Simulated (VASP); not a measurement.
The system is Sn2HBr3.

```
Sn H Br
1.0
     4.20000    0.00000    0.00000
    -2.10000    3.63731    0.00000
     0.00000    0.00000   10.40000
Sn H Br
2 1 3
Direct
  0.00000 0.00000 0.44000
  0.00000 0.00000 0.00000
  0.33333 0.66667 0.10000
  0.33333 0.66667 0.60000
  0.66667 0.33333 0.28000
  0.66667 0.33333 0.83000
```

The cell was built by a generator and needn't be a form met in nature.

```yaml
Program: VASP 6.6.1
Task: relaxation of cell and atoms
Functional: PBE
Potentials_or_basis: VASP PAW PBE potentials, release 64 (Sn_d, H, Br)
Cutoff: 520 eV
k_mesh: 4 × 4 × 2
Occupations: gaussian, width 0.15 eV
Spin: no spin polarisation
```

At the start: pressure 2.1 GPa; volume 26.48 Å³/atom.

Task: How do energy, volume and symmetry change on relaxing?

Result: Over 10 steps the energy falls by 96.4 meV/atom and the volume is 29.31 Å³/atom (+10.7 %); space group P3m1 (No. 156, to 0.05 Å).

The path:
```
step  energy change (eV)  largest force (eV/Å)  pressure (GPa)  volume (Å³)
   1              0.0000                0.8772            2.06       158.88
   2             -0.1383                0.7915            0.07       166.81
   3             -0.1776                0.7961           -1.30       173.82
   4             -0.3050                0.6235           -0.94       173.27
   5             -0.4791                0.4171           -0.11       171.96
   6             -0.3762                1.2654            2.70       168.70
   7             -0.5170                0.6656            0.82       170.95
   8             -0.5739                0.1902           -0.23       177.11
   9             -0.5739                0.1892           -0.17       177.00
  10             -0.5781                0.0649            0.03       175.83
```

Final structure:
```cif
data_structure
_symmetry_space_group_name_H-M 'P 1'
_symmetry_Int_Tables_number 1
_cell_length_a 4.1327
_cell_length_b 4.1327
_cell_length_c 11.8875
_cell_angle_alpha 90.000
_cell_angle_beta 90.000
_cell_angle_gamma 120.000
_cell_volume 175.83
loop_
_atom_site_label
_atom_site_type_symbol
_atom_site_fract_x
_atom_site_fract_y
_atom_site_fract_z
_atom_site_occupancy
Sn1 Sn 0.00000 0.00000 0.43772 1
Sn2 Sn 0.00000 0.00000 0.01849 1
H1 H 0.33333 0.66667 0.05527 1
Br1 Br 0.33333 0.66667 0.58722 1
Br2 Br 0.66667 0.33333 0.28110 1
Br3 Br 0.66667 0.33333 0.87019 1
```

Caveat: the k mesh is coarse (spacing up to 0.43 Å⁻¹), so the values aren't converged; this functional lacks dispersion, which binds the layers, so the pressure and a relaxed spacing across them are unreliable; the relaxation stopped at a loose force limit of 0.08 eV/Å, so its end isn't a converged minimum.
